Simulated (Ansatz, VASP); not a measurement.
# Cross-check of SrHfTe3 between VASP and Ansatz

One calculation is typed for both programs; each brings its own data sets. How far apart do they land? The cell is generated by rule, not measured, and may not be a known phase. The cell is taken from a series of runs on this material, whose earlier steps may have relaxed, scaled, displaced or heated it; both programs get it as it stands.

Calculated with Ansatz 0.2.0; plane waves, with VASP 6.6.1 beside it; zone-centre phonons at PBEsol.

The structure was built from a prototype and need not be the compound's stable phase.

**1. Set-up**

It takes space group Pm-3m (No. 221, cubic). The conventional cell has a = 5.538 Å, b = 5.538 Å, c = 5.538 Å, α = 90.00°, β = 90.00°, γ = 90.00°. Sr has 12 Te at 3.92 Å nearest. Nearest to Hf lie 6 Te at 2.77 Å. Nearest to Te lie 2 Hf at 2.77 Å and 4 Sr at 3.92 Å. Farther neighbours and most contacts between anions are not listed.

**2. VASP: zone-centre phonons, PBEsol**

Second derivatives magnify differences that forces hide, and they need a tight electronic threshold.

Lines of VASP's logs that name or quote its potential files are left out, and so is its time.

Contents of INCAR:

```
SYSTEM = SrHfTe3
PREC = Accurate
ENCUT = 500
EDIFF = 1E-08
NELM = 120
ISMEAR = 1
SIGMA = 0.2
LREAL = .FALSE.
ALGO = Normal
GGA = PS
NBANDS = 25
LASPH = .TRUE.
LORBIT = 11
LWAVE = .FALSE.
LCHARG = .FALSE.
ISIF = 2
IBRION = 8
GGA_COMPAT = .FALSE.
KPAR = 2
```

Contents of POSCAR:

```
SrHfTe3
1.0
    5.5376898064      0.0000000000      0.0000000000
    0.0000000000      5.5376898064      0.0000000000
    0.0000000000      0.0000000000      5.5376898064
Sr Hf Te
1 1 3
Direct
    0.5000000000      0.5000000000      0.5000000000
    0.0000000000      0.0000000000      0.0000000000
    0.5000000000      0.0000000000      0.0000000000
    0.0000000000      0.5000000000      0.0000000000
    0.0000000000      0.0000000000      0.5000000000
```

Contents of KPOINTS:

```
Automatic mesh
0
Gamma
6 6 6
0 0 0
```

Potentials, in the order of the species: Sr_sv, Hf_pv and Te (PBE family, release 64).

Started as:

```
> mpirun -np 2 vasp_std
```

Numbers of over 12 decimals in the logs are rounded to 6 here.

Log:

```text
[banner, memory and clock lines left out]
running    2 mpi-ranks, on    1 nodes
 distrk:  each k-point on    1 cores,    2 groups
 distr:  one band on    1 cores,    1 groups

 POSCAR found type information on POSCAR SrHfTe
 POSCAR found :  3 types and       5 ions
|                                                                             |
|               ----> ADVICE to this user running VASP <----                  |
|                                                                             |
|     You enforced a specific xc type in the INCAR file but a different       |
|     [... a line on the potential file left out ...]
|     I HOPE YOU KNOW WHAT YOU ARE DOING!                                     |
|                                                                             |

 LDA part: xc-table for (Slater+PW92), standard interpolation
 POSCAR, INCAR and KPOINTS ok, starting setup
 FFT: planning ... GRIDC
 FFT: planning ... GRID_SOFT
 FFT: planning ... GRID
 WAVECAR not read
 entering main loop
       N       E                     dE             d eps       ncg     rms          rms(c)
DAV:   1     0.194570850191E+03    0.19457E+03   -0.16513E+04  1040   0.124E+03
DAV:   2    -0.122435324304E+02   -0.20681E+03   -0.20249E+03  1191   0.266E+02
DAV:   3    -0.278251773541E+02   -0.15582E+02   -0.15462E+02  1614   0.588E+01
DAV:   4    -0.284570116035E+02   -0.63183E+00   -0.63098E+00  1463   0.999E+00
DAV:   5    -0.284701778197E+02   -0.13166E-01   -0.13164E-01  1478   0.113E+00    0.463E+01
DAV:   6    -0.273476153957E+02    0.11226E+01   -0.33752E+00  1213   0.671E+00    0.306E+01
DAV:   7    -0.271810460384E+02    0.16657E+00   -0.86464E-01  1355   0.433E+00    0.322E+00
DAV:   8    -0.271828967345E+02   -0.18507E-02   -0.97758E-02  1539   0.116E+00    0.122E+00
DAV:   9    -0.271810473219E+02    0.18494E-02   -0.77922E-03  1333   0.405E-01    0.352E-01
DAV:  10    -0.271810119191E+02    0.35403E-04   -0.12890E-03  1415   0.168E-01    0.981E-02
DAV:  11    -0.271809988095E+02    0.13110E-04   -0.26047E-04  1292   0.615E-02    0.750E-02
DAV:  12    -0.271809995246E+02   -0.71509E-06   -0.20714E-05  1478   0.206E-02    0.869E-03
DAV:  13    -0.271809994344E+02    0.90113E-07   -0.10634E-06  1491   0.471E-03    0.543E-03
DAV:  14    -0.271809989864E+02    0.44808E-06   -0.24690E-07  1310   0.284E-03    0.621E-03
DAV:  15    -0.271809990367E+02   -0.50365E-07   -0.69138E-08  1349   0.133E-03    0.154E-03
DAV:  16    -0.271809990295E+02    0.71773E-08   -0.45941E-09   846   0.372E-04
   1 F= -.27180999E+02 E0= -.27182482E+02  d E =0.445032E-02
 Linear response reoptimize wavefunctions to high precision
DAV:   1    -0.271809989966E+02    0.32946E-07   -0.21361E-09   940   0.252E-04
DAV:   2    -0.271809989968E+02   -0.15643E-09   -0.40851E-10   753   0.949E-05
DAV:   3    -0.271809989967E+02    0.46384E-10   -0.14169E-10   729   0.492E-05
 Linear response DOF=           4
 Linear response progress:
  Degree of freedom:   1/  4
       N       E                     dE             d eps       ncg     rms          rms(c)
RMM:   1    -0.302790906026E+00   -0.30279E+00    0.46454E-01  3095   0.273E+00
RMM:   2    -0.305894902078E+00   -0.31040E-02   -0.31817E-02  3484   0.525E-01    0.197E-01
RMM:   3    -0.306822064752E+00   -0.92716E-03   -0.30422E-03  3839   0.183E-01    0.130E-01
RMM:   4    -0.306848540037E+00   -0.26475E-04   -0.55609E-04  4108   0.839E-02    0.499E-02
RMM:   5    -0.307083485738E+00   -0.23495E-03   -0.53773E-05  4215   0.255E-02    0.147E-02
RMM:   6    -0.307200041947E+00   -0.11656E-03   -0.11659E-05  4298   0.102E-02    0.312E-03
RMM:   7    -0.307175104657E+00    0.24937E-04   -0.34645E-06  4299   0.454E-03    0.483E-04
RMM:   8    -0.307171532580E+00    0.35721E-05   -0.20290E-06  4586   0.206E-03    0.459E-04
RMM:   9    -0.307168066771E+00    0.34658E-05   -0.24165E-06  4512   0.123E-03    0.260E-04
RMM:  10    -0.307168723221E+00   -0.65645E-06   -0.13839E-06  4527   0.842E-04    0.120E-04
RMM:  11    -0.307168592855E+00    0.13037E-06   -0.19556E-06  4615   0.609E-04    0.461E-05
RMM:  12    -0.307168897512E+00   -0.30466E-06   -0.13854E-06  4807   0.494E-04    0.213E-05
RMM:  13    -0.307168932384E+00   -0.34871E-07   -0.10775E-06  4756   0.435E-04    0.382E-05
RMM:  14    -0.307169055796E+00   -0.12341E-06   -0.95796E-07  4583   0.401E-04    0.893E-06
RMM:  15    -0.307169004340E+00    0.51456E-07   -0.75306E-07  4598   0.378E-04    0.693E-06
RMM:  16    -0.307169019487E+00   -0.15146E-07   -0.69924E-07  4434   0.363E-04    0.787E-06
RMM:  17    -0.307169003021E+00    0.16465E-07   -0.63497E-07  4220   0.354E-04    0.152E-05
RMM:  18    -0.307168987465E+00    0.15556E-07   -0.59277E-07  4264   0.348E-04    0.189E-05
RMM:  19    -0.307168989807E+00   -0.23412E-08   -0.53318E-07  4116   0.343E-04    0.195E-05
RMM:  20    -0.307169001774E+00   -0.11968E-07   -0.53168E-07  4235   0.341E-04    0.180E-05
 first order change of Fermi-energy   0.20429E-04
 force on displaced ion       1 direction 1 :   0.894  -0.000   0.000
 Linear response progress:
  Degree of freedom:   2/  4
       N       E                     dE             d eps       ncg     rms          rms(c)
RMM:   1    -0.225631453499E+00   -0.22563E+00    0.54015E+00  2567   0.102E+01
RMM:   2    -0.236001989843E+00   -0.10371E-01   -0.44065E-02  3164   0.928E-01    0.461E-01
RMM:   3    -0.235840216840E+00    0.16177E-03   -0.35917E-03  3973   0.197E-01    0.197E-01
RMM:   4    -0.235530629484E+00    0.30959E-03   -0.46150E-04  4143   0.642E-02    0.140E-01
RMM:   5    -0.235219310182E+00    0.31132E-03   -0.11845E-04  3939   0.370E-02    0.127E-02
RMM:   6    -0.235185151258E+00    0.34159E-04   -0.32464E-05  4486   0.133E-02    0.555E-03
RMM:   7    -0.235173077103E+00    0.12074E-04   -0.96077E-06  4407   0.673E-03    0.334E-03
RMM:   8    -0.235169838345E+00    0.32388E-05    0.21881E-06  4605   0.388E-03    0.920E-04
RMM:   9    -0.235171820203E+00   -0.19819E-05   -0.93444E-07  4294   0.268E-03    0.103E-03
RMM:  10    -0.235171555470E+00    0.26473E-06    0.29728E-06  4735   0.165E-03    0.537E-04
RMM:  11    -0.235171454783E+00    0.10069E-06    0.82651E-07  4858   0.113E-03    0.648E-04
RMM:  12    -0.235172181291E+00   -0.72651E-06    0.17953E-06  4486   0.906E-04    0.111E-03
RMM:  13    -0.235169178264E+00    0.30030E-05    0.38121E-07  4252   0.908E-04    0.164E-04
RMM:  14    -0.235168355600E+00    0.82266E-06    0.87767E-07  4642   0.604E-04    0.240E-04
RMM:  15    -0.235168969188E+00   -0.61359E-06    0.23013E-07  4373   0.539E-04    0.859E-05
RMM:  16    -0.235169101934E+00   -0.13275E-06    0.12262E-07  4667   0.451E-04    0.851E-05
RMM:  17    -0.235168788271E+00    0.31366E-06    0.18993E-07  4564   0.423E-04    0.346E-05
RMM:  18    -0.235168767982E+00    0.20289E-07    0.63078E-08  4832   0.396E-04    0.395E-05
RMM:  19    -0.235168734357E+00    0.33625E-07   -0.32369E-08  4794   0.384E-04    0.385E-05
RMM:  20    -0.235168756636E+00   -0.22279E-07   -0.32849E-08  4524   0.378E-04    0.300E-05
RMM:  21    -0.235168761637E+00   -0.50014E-08    0.65841E-09  4570   0.372E-04    0.246E-05
 first order change of Fermi-energy   0.85416E-03
 force on displaced ion       2 direction 1 :  -5.990  -0.000   0.000
 Linear response progress:
  Degree of freedom:   3/  4
       N       E                     dE             d eps       ncg     rms          rms(c)
RMM:   1    -0.573681663731E-01   -0.57368E-01    0.77955E-02  4015   0.998E-01
RMM:   2    -0.552776747684E-01    0.20905E-02   -0.89702E-03  3815   0.256E-01    0.474E-01
RMM:   3    -0.553516218374E-01   -0.73947E-04   -0.92810E-04  3243   0.107E-01    0.247E-01
RMM:   4    -0.557027708563E-01   -0.35115E-03   -0.31352E-04  3457   0.585E-02    0.224E-02
RMM:   5    -0.557110173641E-01   -0.82465E-05   -0.33936E-05  3631   0.209E-02    0.871E-03
RMM:   6    -0.557271861761E-01   -0.16169E-04   -0.67774E-06  4110   0.706E-03    0.317E-03
RMM:   7    -0.557262738826E-01    0.91229E-06   -0.10299E-06  4156   0.226E-03    0.966E-04
RMM:   8    -0.557290953655E-01   -0.28215E-05    0.84017E-07  4255   0.107E-03    0.284E-04
RMM:   9    -0.557292475182E-01   -0.15215E-06    0.16646E-06  4413   0.570E-04    0.104E-04
RMM:  10    -0.557295882517E-01   -0.34073E-06    0.98310E-07  4556   0.343E-04    0.417E-05
RMM:  11    -0.557295901712E-01   -0.19195E-08    0.50550E-07  4545   0.247E-04    0.337E-05
RMM:  12    -0.557295738279E-01    0.16343E-07    0.48905E-08  4646   0.199E-04    0.117E-05
RMM:  13    -0.557295565705E-01    0.17257E-07   -0.63536E-08  4549   0.176E-04    0.115E-05
RMM:  14    -0.557295517593E-01    0.48112E-08   -0.28954E-07  4543   0.165E-04    0.488E-06
RMM:  15    -0.557295567148E-01   -0.49555E-08   -0.79277E-08  4282   0.160E-04    0.274E-06
 first order change of Fermi-energy  -0.10860E-02
 force on displaced ion       3 direction 1 : -12.426  -0.000   0.000
 Linear response progress:
  Degree of freedom:   4/  4
       N       E                     dE             d eps       ncg     rms          rms(c)
RMM:   1    -0.549953568555E-01   -0.54995E-01    0.40564E-02  6804   0.704E-01
RMM:   2    -0.541786699296E-01    0.81669E-03   -0.38226E-03  5825   0.203E-01    0.873E-02
RMM:   3    -0.543758265926E-01   -0.19716E-03   -0.53423E-04  5885   0.674E-02    0.438E-02
RMM:   4    -0.545198651992E-01   -0.14404E-03   -0.70197E-05  6142   0.246E-02    0.211E-02
RMM:   5    -0.546588056288E-01   -0.13894E-03   -0.20920E-05  5772   0.150E-02    0.302E-03
RMM:   6    -0.546669882804E-01   -0.81827E-05   -0.41839E-06  6440   0.595E-03    0.182E-03
RMM:   7    -0.546670641693E-01   -0.75889E-07   -0.12588E-06  6771   0.226E-03    0.772E-04
RMM:   8    -0.546658187459E-01    0.12454E-05    0.13735E-07  6869   0.110E-03    0.331E-04
RMM:   9    -0.546668199447E-01   -0.10012E-05   -0.10131E-06  6814   0.704E-04    0.791E-05
RMM:  10    -0.546665153991E-01    0.30455E-06    0.12177E-06  7224   0.426E-04    0.906E-05
RMM:  11    -0.546665162672E-01   -0.86805E-09   -0.84762E-07  7515   0.306E-04    0.184E-05
RMM:  12    -0.546664974752E-01    0.18792E-07    0.28667E-07  7621   0.253E-04    0.292E-05
RMM:  13    -0.546664882120E-01    0.92633E-08   -0.51056E-07  7415   0.229E-04    0.470E-06
RMM:  14    -0.546664867454E-01    0.14666E-08    0.19256E-07  7354   0.217E-04    0.869E-06
RMM:  15    -0.546664847228E-01    0.20226E-08   -0.37881E-07  6842   0.211E-04    0.330E-06
RMM:  16    -0.546664846951E-01    0.27707E-10    0.27166E-07  6798   0.208E-04    0.372E-06
RMM:  17    -0.546664868163E-01   -0.21212E-08   -0.40946E-07  6330   0.207E-04    0.328E-06
RMM:  18    -0.546664864728E-01    0.34347E-09    0.18838E-07  6169   0.206E-04    0.378E-06
 first order change of Fermi-energy  -0.68633E-04
 force on displaced ion       3 direction 2 :   0.000   0.148   0.000
 Linear response finished
```

[end of part 1 of 2]

[Lines on the potential files, build, host, timing and source positions are cut from VASP's logs without a mark.]

[Logs are printed without paths, hosts, clocks, repeated set-up lines and the standing remarks that a program may print on its own settings, such as how far it seeks lower states.]

[Hosts, paths, dates, database ids (printed as entryN), source tags and the programs' standing remarks are cut or masked in the printed files.]
